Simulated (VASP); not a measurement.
Input:

```xyz
8
Lattice="0.0000 2.9909 2.9909 2.9909 0.0000 2.9909 11.9875 11.9875 -0.0240" Properties=species:S:1:pos:R:3 pbc="T T T"
In    11.9313    11.9313     0.0323
In     2.9937     2.9937    -0.0028
In     9.0331     9.0331     5.9214
As     1.4776     1.4776     1.5133
As     4.5254     4.5254     1.4564
As     7.5721     7.5721     1.4006
As    10.4068    10.4068     1.5568
Ga     8.9889     8.9889    -0.0162
```

Calculation: PBEsol GGA, VASP's PBE PAW potentials (set 64) (plane waves; VASP). Numerical set-up: 400 eV cut-off, 10×10×3 Γ-centred mesh, tetrahedra with Blöchl corrections, potentials In_d As Ga_d.

The cores are frozen, which limits the accuracy of field gradients.

Question: Give the principal components of the electric field gradient (V/Å²) and the asymmetry η at each nucleus.

Answer: 
```csv
atom,Vxx,Vyy,Vzz,η
In1,1.1,1.1,-2.2,0.00
In2,-2.5,-2.5,5.1,0.00
In3,-4.1,-4.1,8.2,0.00
As4,-10.0,-10.0,20.0,0.00
As5,-10.3,-10.3,20.6,0.00
As6,-5.9,-5.9,11.8,0.00
As7,21.1,21.1,-42.1,0.00
Ga8,8.4,8.3,-16.7,0.00
```

The structure was generated: GaIn3As4 was put into an ordered model structure (R3m), which need not be its known phase. It was relaxed first.
